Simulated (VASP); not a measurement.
**KPt: equation of state with PBE**

The system is KPt.

```
CELL_PARAMETERS angstrom
3.00085 0.00000 0.00000
-1.50042 2.59881 0.00000
0.00000 0.00000 5.34558
ATOMIC_POSITIONS crystal
Pt 0.66667 0.33333 0.00000
K 0.00000 0.00000 0.50000
```

The cell comes from a database or a generator and needn't be the stable form of this composition.

| Property | Result |
| --- | --- |
| Program | VASP 6.6.1 |
| Task | equation of state |
| Functional | PBE |
| Potentials or basis | VASP PAW PBE potentials, release 64 (Pt, K_sv) |
| Cutoff | 520 eV |
| k mesh | 10 × 10 × 5 |
| Occupations | fermi-dirac, width 0.05 eV |
| Spin | no spin polarisation |

```yaml
Equilibrium_volume: 21.04 Å³/atom
Bulk_modulus_at_fixed_shape_and_positions: 60 GPa
Pressure_derivative_of_the_bulk_modulus: 5.4
```

Energy against volume, from the lowest point:
```
volume (Å³/atom)  energy (meV/atom)
          19.593              21.33
          20.010              10.15
          20.427               3.21
          20.844               0.00
          21.261               0.09
          21.678               3.07
          22.095               8.60
```

All runs of the series together: 110 s on 1 thread of Intel(R) Xeon(R) 6975P-C (Granite Rapids), on a shared host.

Caveat: the cell was scaled at fixed shape and fractional positions, which overstates the stiffness of a crystal with free parameters, most of all of layers and chains. The run has no spin-orbit coupling, so splittings on Pt are missing.
